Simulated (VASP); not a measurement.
Output of a VASP run:

OUTCAR:
```
 ion  position               nearest neighbor table
   1  0.000  0.000  0.000-   4 1.96   5 1.96   4 1.96   5 1.96   3 2.01   6 2.01
   2  0.500  0.500  0.500-   3 1.96   6 1.96   3 1.96   6 1.96   5 2.01   4 2.01
   3  0.305  0.305  0.000-   2 1.96   2 1.96   1 2.01
   4  0.805  0.195  0.500-   1 1.96   1 1.96   2 2.01
   5  0.195  0.805  0.500-   1 1.96   1 1.96   2 2.01
   6  0.695  0.695  0.000-   2 1.96   2 1.96   1 2.01
  LATTYP: Found a simple tetragonal cell.
 ALAT       =     4.6556248324
 C/A-ratio  =     0.6376535446
 Subroutine PRICEL returns:
 Original cell was already a primitive cell.
 Subroutine GETGRP returns: Found 16 space group operations
The static configuration has the point symmetry D_2h.
 The point group associated with its full space group is D_4h.
The dynamic configuration has the point symmetry D_2h.
 Subroutine INISYM returns: Found 16 space group operations
 Subroutine IBZKPT returns following result:
 Found    105 irreducible k-points:

 Following reciprocal coordinates:
            Coordinates               Weight
  0.000000  0.000000  0.000000      1.000000
  0.125000  0.000000  0.000000      4.000000
  0.250000  0.000000  0.000000      4.000000
  0.375000  0.000000  0.000000      4.000000
  0.500000  0.000000  0.000000      2.000000
  0.125000  0.125000  0.000000      4.000000
  0.250000  0.125000  0.000000      8.000000
  0.375000  0.125000  0.000000      8.000000
  0.500000  0.125000  0.000000      4.000000
  0.250000  0.250000  0.000000      4.000000
  0.375000  0.250000  0.000000      8.000000
  0.500000  0.250000  0.000000      4.000000
  0.375000  0.375000  0.000000      4.000000
  0.500000  0.375000  0.000000      4.000000
  0.500000  0.500000  0.000000      1.000000
  0.000000  0.000000  0.083333      2.000000
  0.125000  0.000000  0.083333      8.000000
  0.250000  0.000000  0.083333      8.000000
  0.375000  0.000000  0.083333      8.000000
  0.500000  0.000000  0.083333      4.000000
  0.125000  0.125000  0.083333      8.000000
  0.250000  0.125000  0.083333     16.000000
  0.375000  0.125000  0.083333     16.000000
  0.500000  0.125000  0.083333      8.000000
  0.250000  0.250000  0.083333      8.000000
  0.375000  0.250000  0.083333     16.000000
  0.500000  0.250000  0.083333      8.000000
  0.375000  0.375000  0.083333      8.000000
  0.500000  0.375000  0.083333      8.000000
  0.500000  0.500000  0.083333      2.000000
  0.000000  0.000000  0.166667      2.000000
  0.125000  0.000000  0.166667      8.000000
  0.250000  0.000000  0.166667      8.000000
  0.375000  0.000000  0.166667      8.000000
  0.500000  0.000000  0.166667      4.000000
  0.125000  0.125000  0.166667      8.000000
  0.250000  0.125000  0.166667     16.000000
  0.375000  0.125000  0.166667     16.000000
  0.500000  0.125000  0.166667      8.000000
  0.250000  0.250000  0.166667      8.000000
   k-points           NKPTS =    105   k-points in BZ     NKDIM =    105   number of bands    NBANDS=     20
   number of dos      NEDOS =    301   number of ions     NIONS =      6
   total plane-waves  NPLWV =   9216
   dimension x,y,z NGX =    24 NGY =   24 NGZ =   16
   dimension x,y,z NGXF=    48 NGYF=   48 NGZF=   32
   ions per type =               2   4
   PREC   = normal    normal or accurate (medium, high low for compatibility)
   ISTART =      0    job   : 0-new  1-cont  2-samecut
   ICHARG =      2    charge: 1-file 2-atom 10-const
   ISPIN  =      1    spin polarized calculation?
   LNONCOLLINEAR =      F non collinear calculations
   LSORBIT =      F    spin-orbit coupling
   INIWAV =      1    electr: 0-lowe 1-rand  2-diag
   ENCUT  =  400.0 eV  29.40 Ry    5.42 a.u.   7.59  7.59  4.84*2*pi/ulx,y,z
   NELM   =    100;   NELMIN=  4; NELMDL= -5     # of ELM steps
   EDIFF  = 0.1E-04   stopping-criterion for ELM
   LREAL  =      F    real-space projection
   NLSPLINE    = F    spline interpolate recip. space projectors
...
```

File OSZICAR:
```
       N       E                     dE             d eps       ncg     rms          rms(c)
DAV:   1     0.345959581262E+03    0.34596E+03   -0.12511E+04  4216   0.129E+03
DAV:   2    -0.887496984835E+01   -0.35483E+03   -0.34377E+03  5668   0.346E+02
DAV:   3    -0.686468750971E+02   -0.59772E+02   -0.58846E+02  5432   0.171E+02
DAV:   4    -0.709237852312E+02   -0.22769E+01   -0.22739E+01  5260   0.383E+01
DAV:   5    -0.709880975694E+02   -0.64312E-01   -0.64299E-01  5180   0.617E+00    0.426E+01
RMM:   6    -0.524860266633E+02    0.18502E+02   -0.96904E+01  4390   0.681E+01    0.647E+00
RMM:   7    -0.528926232928E+02   -0.40660E+00   -0.11581E+01  4212   0.336E+01    0.125E+01
RMM:   8    -0.536111136665E+02   -0.71849E+00   -0.33119E+00  4239   0.111E+01    0.191E+01
RMM:   9    -0.539107041110E+02   -0.29959E+00   -0.97419E+00  5379   0.223E+01    0.823E+00
RMM:  10    -0.535094479069E+02    0.40126E+00   -0.29017E-01  4260   0.436E+00    0.663E+00
RMM:  11    -0.530400670210E+02    0.46938E+00   -0.10725E+00  4898   0.611E+00    0.338E+00
RMM:  12    -0.529254551639E+02    0.11461E+00   -0.46071E-01  4439   0.435E+00    0.157E+00
RMM:  13    -0.529159289383E+02    0.95262E-02   -0.13676E-01  4916   0.208E+00    0.931E-01
RMM:  14    -0.529053446131E+02    0.10584E-01   -0.42091E-02  4420   0.152E+00    0.279E-01
RMM:  15    -0.529058312759E+02   -0.48666E-03   -0.22266E-02  4495   0.716E-01    0.116E-01
RMM:  16    -0.529059077746E+02   -0.76499E-04   -0.12009E-03  4254   0.298E-01    0.180E-01
RMM:  17    -0.529057444017E+02    0.16337E-03   -0.86889E-04  4289   0.227E-01    0.653E-02
RMM:  18    -0.529057542351E+02   -0.98333E-05   -0.44515E-04  4122   0.113E-01    0.274E-02
RMM:  19    -0.529057466072E+02    0.76278E-05   -0.10437E-04  4199   0.888E-02    0.733E-03
RMM:  20    -0.529057484324E+02   -0.18252E-05   -0.18430E-05  2632   0.318E-02
   1 F= -.52905748E+02 E0= -.52905748E+02  d E =-.529057E+02
       N       E                     dE             d eps       ncg     rms          rms(c)
DAV:   1    -0.529056654695E+02    0.81138E-04   -0.21576E-01  4888   0.385E+00    0.122E-01
RMM:   2    -0.529061077200E+02   -0.44225E-03   -0.51253E-03  4246   0.655E-01    0.118E-01
RMM:   3    -0.529061593433E+02   -0.51623E-04   -0.70872E-04  4387   0.248E-01    0.533E-02
RMM:   4    -0.529061475474E+02    0.11796E-04   -0.16137E-04  4212   0.119E-01    0.369E-02
RMM:   5    -0.529061454743E+02    0.20730E-05   -0.43915E-05  3348   0.652E-02
   2 F= -.52906145E+02 E0= -.52906145E+02  d E =-.397042E-03
```

File OUTCAR:
```
------------------------ aborting loop because EDIFF is reached ----------------------------------------
  FORCE on cell =-STRESS in cart. coord.  units (eV):
  Direction    XX          YY          ZZ          XY          YZ          ZX
  --------------------------------------------------------------------------------------
  Total       -2.1700205     -2.1700205     -2.2046238      0.0000000      0.0000000      0.0000000
  in kB      -54.0325807    -54.0325807    -54.8941873      0.0000000      0.0000000      0.0000000
  external PRESSURE =     -54.3197829 kB  Pullay stress =       0.0000000 kB
  volume of cell :       64.35
      direct lattice vectors                 reciprocal lattice vectors
     4.655624832  0.000000000  0.000000000     0.214793940  0.000000000  0.000000000
     0.000000000  4.655624832  0.000000000     0.000000000  0.214793940  0.000000000
     0.000000000  0.000000000  2.968675677     0.000000000  0.000000000  0.336850538
 POSITION                                       TOTAL-FORCE (eV/Angst)
 -----------------------------------------------------------------------------------
      0.00000      4.65562      2.96868         0.000000      0.000000      0.000000
      2.32781      2.32781      1.48434         0.000000      0.000000      0.000000
      1.41778      1.41778      2.96868        -0.004976     -0.004976      0.000000
      3.74559      0.91003      1.48434        -0.004976      0.004976     -0.000000
      0.91003      3.74559      1.48434         0.004976     -0.004976      0.000000
      3.23784      3.23784      0.00000         0.004976      0.004976     -0.000000
 -----------------------------------------------------------------------------------
    total drift:                                0.000000     -0.000000      0.000000
  FREE ENERGIE OF THE ION-ELECTRON SYSTEM (eV)
  ---------------------------------------------------
  free  energy   TOTEN  =       -52.9061454743 eV

  energy  without entropy=      -52.9061454743  energy(sigma->0) =      -52.90614547

 reached required accuracy - stopping structural energy minimisation
```
(Selected blocks of OUTCAR.)

### POSCAR
```
TiO2
1
    4.6556248324     0.0000000000     0.0000000000
    0.0000000000     4.6556248324     0.0000000000
    0.0000000000     0.0000000000     2.9686756767
Ti O
2 4
Direct
  0.0000000000   0.0000000000   0.0000000000
  0.5000000000   0.5000000000   0.5000000000
  0.3050000000   0.3050000000   0.0000000000
  0.8050000000   0.1950000000   0.5000000000
  0.1950000000   0.8050000000   0.5000000000
  0.6950000000   0.6950000000   0.0000000000
```

**Question.** Reconstruct the remaining input files.

**Answer.** One answer among several that fit: the input of the run itself, PBE GGA, plane waves, VASP's PBE PAW potentials (set 64).

### INCAR
```
ENCUT = 400   # plane-wave cut-off (eV)
LCHARG = .FALSE.
ALGO = Fast   # Davidson, then RMM-DIIS
LASPH = .TRUE.
NELMIN = 4
PREC = Normal
GGA = PE   # PBE
ISIF = 2   # forces and stress, cell fixed
NSW = 20   # most ionic steps
EDIFFG = -0.03
NELM = 100   # most electronic steps
IBRION = 2
SIGMA = 0.05   # width (eV)
LWAVE = .FALSE.
SYSTEM = TiO2
LMAXMIX = 4
ISMEAR = 0
LREAL = .FALSE.   # projection in real space or not
EDIFF = 1E-5   # SCF stop (eV)
```

**KPOINTS**
```
Automatic mesh
0
Gamma
8 8 12
0 0 0
```

POTCAR, in this order: Ti O (PBE.64 set). Program: vasp_std.

At this cut-off the stress carries a Pulay error, which pulls relaxed volumes low.

The compound is TiO2 in the rutile structure. This run relaxes the ions in a fixed cell. Symmetry was kept, so distortions that lower it aren't found.
